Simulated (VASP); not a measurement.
An input for Ansatz (written as the equivalent of a VASP run, and not itself run):

Ansatz 0.2 input:
```yaml
crystal:
  lattice:
    - [0.0000000, 2.3218766, 2.3218766]
    - [2.3218766, 0.0000000, 2.3218766]
    - [2.3218766, 2.3218766, 0.0000000]
  atoms:
    - { symbol: Y, position: [0.0000000, 0.0000000, 0.0000000] }
    - { symbol: N, position: [0.5000000, 0.5000000, 0.5000000] }
kpoints:
  mp_grid: { grid: [14, 14, 14] }
hamiltonian:
  xc: pbesol
  pseudopotentials: { kind: paw }
scf:
  occupations: { method: methfessel_paxton, width: 0.1 }
  max_iter: 100
relax:
  max_steps: 40
  f_tol: 0.02
  cell: { p_target: 45 }
output: { forces: true, stress: true, eigenvalues: true }
```

Q: Translate this input to VASP (INCAR, KPOINTS, POSCAR, choice of POTCAR).

A: This is not unique; one that fits is 
**INCAR**
```
SYSTEM = YN
ISMEAR = 1   # Methfessel-Paxton
ALGO = Normal   # blocked Davidson
NSW = 40
LASPH = .TRUE.
IBRION = 2   # conjugate gradients
NELM = 100
EDIFFG = -0.02
GGA = PS   # PBEsol
LWAVE = .FALSE.
ENCUT = 620
LCHARG = .FALSE.
LREAL = .FALSE.   # projection in real space or not
SIGMA = 0.1
PSTRESS = 450   # kbar
PREC = Accurate
ISIF = 3
LMAXMIX = 4
EDIFF = 1E-6   # SCF stop (eV)
```

KPOINTS:
```
Regular mesh
0
Gamma
  14 14 14
0 0 0
```

POSCAR:
```
YN
1
    0.0000000000     2.3218765660     2.3218765660
    2.3218765660     0.0000000000     2.3218765660
    2.3218765660     2.3218765660     0.0000000000
Y N
1 1
Direct
  0.0000000000   0.0000000000   0.0000000000
  0.5000000000   0.5000000000   0.5000000000
```

POTCAR, in this order: Y_sv N (PBE.64 set). Program: vasp_std.

Limits of the translation: each code has its own PAW files, so the cut-off isn't converted (ENCUT is set for VASP's; basis.ecutwfc is left out, and Ansatz then takes the one that its files recommend); Ansatz stops its SCF on the density residual and VASP on the energy change (EDIFF).

The compound is YN in the rock salt structure. This run relaxes it under an external pressure of 45 GPa. Symmetry was kept, so distortions that lower it aren't found.
